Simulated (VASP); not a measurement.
Wanted: the native input for a VASP 6.6.1 run.

```
Task                   : single point
Functional             : PBEsol
Potentials or basis    : VASP PAW PBE potentials, release 64 (Cu, Ge_d)
Cutoff                 : 350 eV
k mesh                 : 2 × 3 × 3
Occupations            : gaussian, width 0.03 eV
Spin                   : collinear spin, ferromagnetic start
Starting moments       : [3.0, 0.0, 0.0, 0.0, 0.0, 0.0, 0.0, 0.0, 0.0, 0.0, 0.0, 0.0, 0.0, 0.0, 0.0, 0.0, 0.0, 0.0, 0.0, 0.0, 0.0, 0.0, 0.0, 0.0] μB
Fixed moment           : 3 μB
Hubbard terms          : Cu d U = 5 eV
Dq                     : 0
Further INCAR settings : LREAL = Auto; ALGO = Normal; EDIFF = 1e-05; NBANDS = 188; ISYM = 0
```

The structure of CuGe23 (a cell with a defect) lies in POSCAR:

```
CuGe23                                  
1.0
    0.0000000000      8.4863100000      8.4863100000
    5.6575400000      0.0000000000      5.6575400000
    5.6575400000      5.6575400000      0.0000000000
  Cu              Ge            
     1    23
Direct
     0.9997845806103637    0.0004641225729317    0.9981968130540594
     0.0006844431560808    0.0023887146969546    0.4953456694322084
     0.0011871055331935    0.4979780686574852    0.0017106155070032
     0.0016794340678711    0.4958068289107706    0.4964752163893178
     0.3289508089723974    0.0009779625105509    0.0028907142349665
     0.3284108972601560    0.0027256521864391    0.4999144740828792
     0.3283422678112448    0.5011966154689039    0.0045477622885648
     0.3308684968183000    0.5000952882276103    0.5035282754013516
     0.6674923687298370    0.0011213710172493    0.0004758771919635
     0.6654810512181369    0.9993401320503220    0.4964987280654549
     0.6664321067913790    0.4961755743133834    0.0032404523177432
     0.6657628383247175    0.4983038022503877    0.5019659925187966
     0.0780414097847093    0.1212290941692507    0.1187124291665520
     0.0784952113336991    0.1189594100338623    0.6395126297024195
     0.0784100835183859    0.6415792311844494    0.1198582186673836
     0.0815216713526208    0.6254492205903607    0.6248586554496308
     0.4170396716220903    0.1251596042060675    0.1238159004004928
     0.4158477495525828    0.1224115056141790    0.6258618631698238
     0.4168060030905295    0.6238407227079283    0.1260219680577576
     0.4174258384274236    0.6255048745911775    0.6273673072880589
     0.7599287808026758    0.1193391031386339    0.1195805517345420
     0.7512993211153516    0.1202813186665932    0.6243587681984368
     0.7517430075268715    0.6248845362601951    0.1239434103808893
     0.7525298525793799    0.6223932459743343    0.6261697072997041
```

These files were run (other wordings do the same):

INCAR

```
SYSTEM = CuGe23
PREC = Accurate ; ENCUT = 350
EDIFF = 1E-5 ; ISMEAR = 0
SIGMA = 0.03 ; LREAL = Auto
LASPH = .True. ; NELM = 120
ALGO = Normal ; ISIF = 2
LWAVE = .False. ; LCHARG = .False.
ISPIN = 2 ; MAGMOM = 3 0 0 0 0 0 0 0 0 0 0 0 0 0 0 0 0 0 0 0 0 0 0 0
LORBIT = 11 ; NUPDOWN = 3
LMAXMIX = 4 ; LDAU = .True.
LDAUTYPE = 2 ; LDAUL = 2 -1
LDAUU = 5 0 ; LDAUJ = 0 0
LDAUPRINT = 1 ; GGA = PS
NBANDS = 188 ; ISYM = 0
KPAR = 4
```

KPOINTS

```
regular mesh
0
Gamma
  2 3 3
  0 0 0
```

Potentials or basis: VASP PAW PBE potentials, release 64 (Cu, Ge_d).

Run with:

```bash
$ cat potpaw_PBE.64/Cu/POTCAR potpaw_PBE.64/Ge_d/POTCAR > POTCAR
$ mpirun -np 4 vasp_std > vasp.out
```

Results of the run:

The largest force is 0.243 eV/Å and the net moment is 3.00 μB per cell. The site moments are Cu +0.20; Ge +0.07, +0.06, +0.15, +0.04, +0.08, +0.05 μB and the valence electrons inside the program's atomic spheres are Cu 10.19; Ge 12.39, 12.40, 12.38, 12.37.

Caveat: the PAW data sets were made with another functional, which shifts forces and pressure a little; the total moment is fixed, so each spin has its own Fermi level; the U is typed as a test and isn't derived for this compound.

Wall time 12 min on 4 MPI ranks on Intel(R) Xeon(R) 6975P-C (Granite Rapids), on a shared host, peak memory 1.1 GiB a rank.
